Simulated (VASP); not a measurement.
## BN: transverse stress against strain

BN (wurtzite, P6_3mc, 5.912 Å³/atom and stress up to 0.16 GPa in the relaxed cell, c along z) under an equal strain ε along x and y, with z held. r2SCAN in VASP (plane waves, PAW), 600 eV, 18×18×8 Γ-centred mesh, Gaussian smearing 0.05 eV; ions are relaxed, or left where forces stay under 0.02 eV/Å, within the symmetry of each cell. Stress is positive for a compressed cell.

Here s stands for strain and y for stress zz.

```
strain (%)  stress zz (GPa)
----------  ---------------
-3.00                     ?
-1.50                  1.95
-1.00                  1.31
-0.50                  0.69
0.00                   0.16
0.50                  -0.50
1.00                  -1.07
1.50                  -1.63
```

Using a straight line, estimate the missing y at s = -3.00 from the other rows, showing the fit.

Means: s 0, y 0.130. About the means, the sum of products is -8.3450 and the sum of squares of s is 7.0000; the slope is their ratio. Least squares gives y = 0.130 - 1.1921·s. Residuals (row less fit): 0.032, -0.012, -0.036, 0.030, -0.034, -0.008, 0.028; standard error 0.033 (degrees of freedom: 5). The slope gives the elastic constant 2C13 = 119 ± 1 GPa (± standard error of the fit, which holds the terms cut off). At the withheld row, y = 0.130 - 1.1921 × (-3.0) = 3.706 GPa. The calculation gives 3.98 GPa, 0.274 GPa above the prediction (4.9 % of the range of y in the table). The row lies outside the fitted rows, so this is an extrapolation. From the scatter of the fitted rows alone, a prediction at this place has a standard error of 0.051 GPa, so the miss is 5.4 times that.

A polynomial of degree 2 through the 12 other runs of the series gives 3.96 there, so most of the miss is curvature that the fit leaves out. BN is here a metastable high-pressure form. Rows are the converged runs of the series near zero and its far end, less any whose ions stayed unrelaxed beside relaxed ones; series whose fitted rows scatter by over a few per cent of the range, as at a crossing or softening among them, aren't shown in this form. Most that stay on the fit to the last digits aren't either.
